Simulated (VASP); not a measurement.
Output of a VASP run:

OUTCAR:
```
 ion  position               nearest neighbor table
   1  0.000  0.000  0.000-   2 2.27   2 2.27   2 2.27   2 2.27   2 2.27   2 2.27
   2  0.500  0.500  0.500-   1 2.27   1 2.27   1 2.27   1 2.27   1 2.27   1 2.27
  LATTYP: Found a face centered cubic cell.
 ALAT       =     4.5441109668
 Subroutine PRICEL returns:
 Original cell was already a primitive cell.
 Subroutine GETGRP returns: Found 48 space group operations
The static configuration has the point symmetry O_h .
The dynamic configuration has the point symmetry O_h .
 Subroutine INISYM returns: Found 48 space group operations
 Subroutine IBZKPT returns following result:
 Found     47 irreducible k-points:

 Following reciprocal coordinates:
            Coordinates               Weight
  0.000000  0.000000  0.000000      1.000000
  0.100000  0.000000  0.000000      8.000000
  0.200000  0.000000  0.000000      8.000000
  0.300000  0.000000  0.000000      8.000000
  0.400000  0.000000  0.000000      8.000000
  0.500000  0.000000  0.000000      4.000000
  0.100000  0.100000  0.000000      6.000000
  0.200000  0.100000  0.000000     24.000000
  0.300000  0.100000  0.000000     24.000000
  0.400000  0.100000  0.000000     24.000000
  0.500000  0.100000  0.000000     24.000000
 -0.400000  0.100000  0.000000     24.000000
 -0.300000  0.100000  0.000000     24.000000
 -0.200000  0.100000  0.000000     24.000000
 -0.100000  0.100000  0.000000     12.000000
  0.200000  0.200000  0.000000      6.000000
  0.300000  0.200000  0.000000     24.000000
  0.400000  0.200000  0.000000     24.000000
  0.500000  0.200000  0.000000     24.000000
 -0.400000  0.200000  0.000000     24.000000
 -0.300000  0.200000  0.000000     24.000000
 -0.200000  0.200000  0.000000     12.000000
  0.300000  0.300000  0.000000      6.000000
  0.400000  0.300000  0.000000     24.000000
  0.500000  0.300000  0.000000     24.000000
 -0.400000  0.300000  0.000000     24.000000
 -0.300000  0.300000  0.000000     12.000000
  0.400000  0.400000  0.000000      6.000000
  0.500000  0.400000  0.000000     24.000000
 -0.400000  0.400000  0.000000     12.000000
  0.500000  0.500000  0.000000      3.000000
  0.300000  0.200000  0.100000     24.000000
  0.400000  0.200000  0.100000     48.000000
  0.500000  0.200000  0.100000     48.000000
 -0.400000  0.200000  0.100000     24.000000
  0.400000  0.300000  0.100000     24.000000
  0.500000  0.300000  0.100000     48.000000
 -0.400000  0.300000  0.100000     48.000000
 -0.300000  0.300000  0.100000     48.000000
 -0.200000  0.300000  0.100000     24.000000
   k-points           NKPTS =     47   k-points in BZ     NKDIM =     47   number of bands    NBANDS=     11
   number of dos      NEDOS =    301   number of ions     NIONS =      2
   total plane-waves  NPLWV =  13824
   dimension x,y,z NGX =    24 NGY =   24 NGZ =   24
   dimension x,y,z NGXF=    48 NGYF=   48 NGZF=   48
   ions per type =               1   1
   PREC   = accura    normal or accurate (medium, high low for compatibility)
   ISTART =      0    job   : 0-new  1-cont  2-samecut
   ICHARG =      2    charge: 1-file 2-atom 10-const
   ISPIN  =      1    spin polarized calculation?
   LNONCOLLINEAR =      F non collinear calculations
   LSORBIT =      F    spin-orbit coupling
   INIWAV =      1    electr: 0-lowe 1-rand  2-diag
   ENCUT  =  520.0 eV  38.22 Ry    6.18 a.u.   5.97  5.97  5.97*2*pi/ulx,y,z
   NELM   =    100;   NELMIN=  2; NELMDL= -5     # of ELM steps
   EDIFF  = 0.1E-06   stopping-criterion for ELM
   LREAL  =      F    real-space projection
   NLSPLINE    = F    spline interpolate recip. space projectors
   LMAXMIX     =    2 max onsite mixed and CHGCAR
   VOSKOWN=      0    Vosko Wilk Nusair interpolation
   EDIFFG = 0.1E-05   stopping-criterion for IOM
   NSW    =      0    number of steps for IOM
   NBLOCK =      1;   KBLOCK =      1    inner block; outer block
   IBRION =     -1    ionic relax: 0-MD 1-quasi-New 2-CG
...
```

File OSZICAR:
```
       N       E                     dE             d eps       ncg     rms          rms(c)
DAV:   1     0.109894496874E+03    0.10989E+03   -0.83596E+03  1054   0.158E+03
DAV:   2    -0.486683768778E+00   -0.11038E+03   -0.10216E+03  1089   0.357E+02
DAV:   3    -0.595406873870E+01   -0.54674E+01   -0.54505E+01  1190   0.827E+01
DAV:   4    -0.600295463506E+01   -0.48886E-01   -0.48878E-01  1139   0.832E+00
DAV:   5    -0.600344414520E+01   -0.48951E-03   -0.48950E-03  1172   0.860E-01    0.536E+00
DAV:   6    -0.513486254796E+01    0.86858E+00   -0.36777E+00  1251   0.198E+01    0.178E+00
DAV:   7    -0.511982379100E+01    0.15039E-01   -0.29608E-02  1037   0.261E+00    0.101E+00
DAV:   8    -0.511525007754E+01    0.45737E-02   -0.23456E-02  1037   0.400E+00    0.111E-01
DAV:   9    -0.511574515406E+01   -0.49508E-03   -0.28448E-03  1178   0.598E-01    0.763E-02
DAV:  10    -0.511567963202E+01    0.65522E-04   -0.36414E-04  1079   0.278E-01    0.845E-03
DAV:  11    -0.511568155978E+01   -0.19278E-05   -0.15698E-05  1175   0.918E-02    0.341E-03
DAV:  12    -0.511568171054E+01   -0.15076E-06   -0.95221E-07  1139   0.235E-02    0.122E-03
DAV:  13    -0.511568182941E+01   -0.11887E-06   -0.15305E-07  1085   0.469E-03    0.175E-04
DAV:  14    -0.511568186122E+01   -0.31806E-07   -0.50811E-09   571   0.222E-03
   1 F= -.51156819E+01 E0= -.51156819E+01  d E =-.110430E-21
```

File OUTCAR:
```
------------------------ aborting loop because EDIFF is reached ----------------------------------------
  FORCE on cell =-STRESS in cart. coord.  units (eV):
  Direction    XX          YY          ZZ          XY          YZ          ZX
  --------------------------------------------------------------------------------------
  Total        0.5379131      0.5379131      0.5379131      0.0000000      0.0000000     -0.0000000
  in kB       36.7397274     36.7397274     36.7397274      0.0000000      0.0000000     -0.0000000
  external PRESSURE =      36.7397274 kB  Pullay stress =       0.0000000 kB
  volume of cell :       23.46
      direct lattice vectors                 reciprocal lattice vectors
     0.000000000  2.272055483  2.272055483    -0.220065048  0.220065048  0.220065048
     2.272055483  0.000000000  2.272055483     0.220065048 -0.220065048  0.220065048
     2.272055483  2.272055483  0.000000000     0.220065048  0.220065048 -0.220065048
  FREE ENERGIE OF THE ION-ELECTRON SYSTEM (eV)
  ---------------------------------------------------
  free  energy   TOTEN  =        -5.1156818612 eV

  energy  without entropy=       -5.1156818612  energy(sigma->0) =       -5.11568186
```
(Selected blocks of OUTCAR.)

### POSCAR
```
NaF
1
    0.0000000000     2.2720554834     2.2720554834
    2.2720554834     0.0000000000     2.2720554834
    2.2720554834     2.2720554834     0.0000000000
Na F
1 1
Direct
  0.0000000000   0.0000000000   0.0000000000
  0.5000000000   0.5000000000   0.5000000000
```

Q: Reconstruct the remaining input files.

A: Several could match; the one computed here: the input of the run itself, rev-vdW-DF2, plane waves, VASP's PBE PAW potentials (set 64).

**KPOINTS**
```
Automatic mesh
0
Gamma
10 10 10
0 0 0
```

### INCAR
```
! general
SYSTEM   = NaF
PREC     = Accurate
ENCUT    = 520
LREAL    = .False.   ! projection in real space or not
LASPH    = .True.   ! aspherical one-centre terms

! electronic loop
EDIFF    = 1E-7
NELM     = 100
ALGO     = Normal   ! blocked Davidson

! smearing
ISMEAR   = 0   ! Gaussian
SIGMA    = 0.05

! functional
GGA      = MK
LUSE_VDW = .True.
AGGAC    = 0.0
PARAM1   = 0.1234568
PARAM2   = 0.7114
ZAB_VDW  = -1.8867

! ions
ISIF     = 2   ! forces and stress, cell fixed

! output
LWAVE    = .False.
LCHARG   = .False.
```

POTCAR, in this order: Na_pv F (PBE.64 set). Program: vasp_std.

The compound is NaF in the rock salt structure. This cell is one point of a volume scan, at 0.94 of the reference volume.
